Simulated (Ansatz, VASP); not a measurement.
# Zn (Zinc): VASP beside Ansatz, part 2 of 2

Aim: how closely do two programs agree when they are given the same cell, functional and k mesh? The cell is taken from a series of runs on this material, whose earlier steps may have relaxed, scaled, displaced or heated it; both programs get it as it stands.

VASP 6.6.1 and Ansatz 0.2.0.

So far: Starting point; VASP: relaxation of cell and atoms, PBEsol; Ansatz: relaxation of cell and atoms, PBEsol; Side by side.

### 5. VASP: zone-centre phonons, PBEsol

Level of this step: PBEsol; plane waves and PAW (Zn) (VASP).

Second derivatives magnify differences that forces hide, and they need a tight electronic threshold.

File INCAR:

```
SYSTEM = Zn
PREC = Accurate
ENCUT = 500
EDIFF = 1E-08
NELM = 120
ISMEAR = 1
SIGMA = 0.2
LREAL = .FALSE.
ALGO = Normal
GGA = PS
NBANDS = 18
LORBIT = 11
LWAVE = .FALSE.
LCHARG = .FALSE.
ISIF = 2
IBRION = 8
LASPH = .TRUE.
GGA_COMPAT = .FALSE.
KPAR = 2
```

File POSCAR:

```
Zn
1.0
    2.5906459659      0.0000000000      0.0000000000
   -1.2953229830      2.2435652187      0.0000000000
    0.0000000000      0.0000000000      4.9130240380
Zn
2
Direct
    0.3333333333      0.6666666667      0.2500000000
    0.6666666667      0.3333333333      0.7500000000
```

File KPOINTS:

```
Automatic mesh
0
Gamma
21 21 10
0 0 0
```

Potentials, in the order of the species: Zn (PBE family, release 64).

Command:

```console
> mpirun -np 2 vasp_std
```

Numbers of over 12 decimals in the logs are rounded to 6 here.

What it wrote:

```text
[banner, memory and clock lines left out]
running    2 mpi-ranks, on    1 nodes
[...]
[... a notice as in an earlier step ...]

 LDA part: xc-table for (Slater+PW92), standard interpolation
 POSCAR, INCAR and KPOINTS ok, starting setup
[...]
entering main loop
       N       E                     dE             d eps       ncg     rms          rms(c)
DAV:   1     0.104553909163E+03    0.10455E+03   -0.12234E+04 10712   0.208E+03
DAV:   2     0.603650647568E+00   -0.10395E+03   -0.10102E+03 10422   0.294E+02
DAV:   3    -0.348263521887E+01   -0.40863E+01   -0.40718E+01 11718   0.668E+01
DAV:   4    -0.350379198004E+01   -0.21157E-01   -0.21151E-01 11424   0.484E+00
[...]
DAV:  11    -0.317027506597E+01    0.14318E-06   -0.58286E-07 11534   0.118E-02    0.222E-03
DAV:  12    -0.317027479230E+01    0.27367E-06   -0.12361E-08  8804   0.183E-03    0.531E-04
DAV:  13    -0.317027479976E+01   -0.74574E-08   -0.11840E-08  5742   0.214E-03
   1 F= -.31702748E+01 E0= -.31702836E+01  d E =0.264926E-04
[...]
RMM:   9    -0.198993689897E+00    0.12201E-06   -0.76134E-09 88115   0.871E-05    0.150E-06
RMM:  10    -0.198993712321E+00   -0.22424E-07   -0.89972E-09 71070   0.715E-05    0.423E-07
RMM:  11    -0.198993719686E+00   -0.73646E-08   -0.73329E-09 58775   0.694E-05    0.142E-07
 first order change of Fermi-energy  -0.11408E-04
 force on displaced ion       1 direction 1 :  -0.663  -0.000   0.000
 Linear response progress:
  Degree of freedom:   2/  2
       N       E                     dE             d eps       ncg     rms          rms(c)
RMM:   1    -0.225201564329E+00   -0.22520E+00   -0.79963E-03 21962   0.202E+00
RMM:   2    -0.222351751543E+00    0.28498E-02   -0.15403E-03 22095   0.497E-01    0.504E-02
RMM:   3    -0.222283192895E+00    0.68559E-04   -0.79986E-05 27822   0.730E-02    0.293E-02
RMM:   4    -0.222190419010E+00    0.92774E-04   -0.47049E-05 27922   0.330E-02    0.444E-03
[...]
RMM:   9    -0.222176554507E+00    0.80653E-06   -0.22181E-07 28911   0.120E-04    0.453E-06
RMM:  10    -0.222176592659E+00   -0.38152E-07   -0.95011E-08 28687   0.757E-05    0.133E-06
RMM:  11    -0.222176585625E+00    0.70336E-08   -0.45189E-08 21735   0.674E-05    0.440E-07
 first order change of Fermi-energy   0.38133E-04
 force on displaced ion       1 direction 3 :   0.000  -0.000  -2.449
 Linear response finished
```

OUTCAR, selected parts (step 5):

```text
  Total        0.0986162      0.0986162      0.0448494     -0.0000000     -0.0000000      0.0000000
  in kB        5.5330346      5.5330346      2.5163509     -0.0000000     -0.0000000      0.0000000
  external PRESSURE =       4.5274734 kB  Pullay stress =       0.0000000 kB

 POSITION                                       TOTAL-FORCE (eV/Angst)
 -----------------------------------------------------------------------------------
     -0.00000      1.49571      1.22826        -0.000000      0.000000      0.000000
      1.29532      0.74786      3.68477         0.000000      0.000000     -0.000000
 -----------------------------------------------------------------------------------
    total drift:                               -0.000000      0.000000      0.000000

[... 1 part as in an earlier step ...]

[... 1 further part left out ...]
```

### 6. Ansatz: zone-centre phonons, PBEsol

The same cell, functional, mesh and smearing now go to Ansatz, which takes its cutoff from its data sets.

The cell is taken from a series of runs on this material, whose earlier steps may have relaxed, scaled, displaced or heated it; both programs get it as it stands.

File input.yaml:

```yaml
crystal:
  lattice:
    - [2.5906459659, 0.0, 0.0]
    - [-1.295322983, 2.2435652187, 0.0]
    - [0.0, 0.0, 4.913024038]
  atoms:
    - { symbol: Zn, position: [0.3333333333, 0.6666666667, 0.25] }
    - { symbol: Zn, position: [0.6666666667, 0.3333333333, 0.75] }
kpoints:
  mp_grid: { grid: [21, 21, 10] }
hamiltonian:
  xc: pbesol
scf:
  occupations: { method: methfessel_paxton, width: 0.2 }
output:
  eigenvalues: true
phonons:
  method: dfpt
```

Command:

```console
> ansatz run input.yaml --threads 8 --pin off --max-ram 14336MiB --backend cpu --events-out ev --progress --plain --runs-dir out
```

What it wrote:

```text
zone centre: on kpoints.mp_grid the ground state, and the responses unless they are solved on pairs of k-points, stand on 726 of the mesh's 4410 k-points, reduced under 4 symmetry operations, with k and −k counted as one. Each operation leaves every solved displacement unchanged or reverses it
[...]
Crystal: 2 atoms, lattice volume = 28.556 Å³
[...]
k mesh reduced under 4 symmetry operations, with k and −k counted as one. Each operation leaves every solved displacement unchanged or reverses it
  ASR residual: 2.719e-5 → 0.000e0 eV/Å²; symmetrization residual: 2.046e-10 eV/Å²
  ASR residual per site (eV/Å²): 2.72e-5 2.72e-5
  Γ frequencies (cm⁻¹): 0.00 0.00 0.00 72.86 72.86 141.05
  non-analytic LO–TO correction: not included (Born effective charges unavailable; polar crystals: no LO–TO splitting at Γ)
[key lines of the parts left out:]
SCF converged after 8 iterations
Free energy (F): -6561.811319 eV
Fermi energy:    11.847107 eV
```

### 7. Differences

Both answers:

```csv
quantity,Ansatz,VASP,difference
optical mode 1 to 2 (cm⁻¹),72.9,74.2,-1.85 %
optical mode 3 (cm⁻¹),141.1,142.7,-1.16 %
```

Modes are paired by rising frequency, not by their patterns, so a pair may set unlike modes beside each other; they are those without the splitting of longitudinal modes.

### 8. Summary of results

| Item | Value |
| --- | --- |
| difference in volume (relaxation of cell and atoms, PBEsol) | -0.42 % |
| r.m.s. difference of the optical zone-centre modes, each program's sorted by frequency (zone-centre phonons, PBEsol) | 1.5 cm⁻¹ |
| difference in optical mode 1 to 2 (zone-centre phonons, PBEsol) | -1.9 % |

**Reading.** The difference in volume is -0.42 % (relaxation of cell and atoms, PBEsol), within the 1.2 % picked in this series as the mark of a large difference, as far as the stopping tolerances let one tell. Among the rows given in per cent, the largest difference of the zone-centre phonons, PBEsol pair is in optical mode 1 to 2, -1.9 %. Such differences can come from data sets, numerical settings and the points named under the comparisons, not from the functional's error against experiment.

[Lines on the potential files, build, host, timing and source positions are cut from VASP's logs without a mark.]

[Logs are printed without paths, hosts, clocks, repeated set-up lines and the standing remarks that a program may print on its own settings, such as how far it seeks lower states.]

[Hosts, paths, dates, database ids (printed as entryN), source tags and the programs' standing remarks are cut or masked in the printed files.]
